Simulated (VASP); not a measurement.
For cubic AgBr (rock salt), LDA (Ceperley-Alder, Perdew-Zunger), VASP's LDA PAW potentials (set 64) (VASP) gives ε∞ = 6.84, a static ε₀ = 12.54 and a transverse optical mode at 98 cm⁻¹.

Q: Estimate the longitudinal optical frequency at Γ.

A: By the Lyddane-Sachs-Teller relation, ω_LO = ω_TO √(ε₀/ε∞) = 98 × √(12.54/6.84) = 133 cm⁻¹.

Measured: ε∞ 4.70 at 300 K (computed value off by +45.5 %), as given by Rakita et al., (2019), arXiv:1907.03971.

The compound is AgBr in the rock salt structure. It was relaxed first, which changed the volume by -9 %.
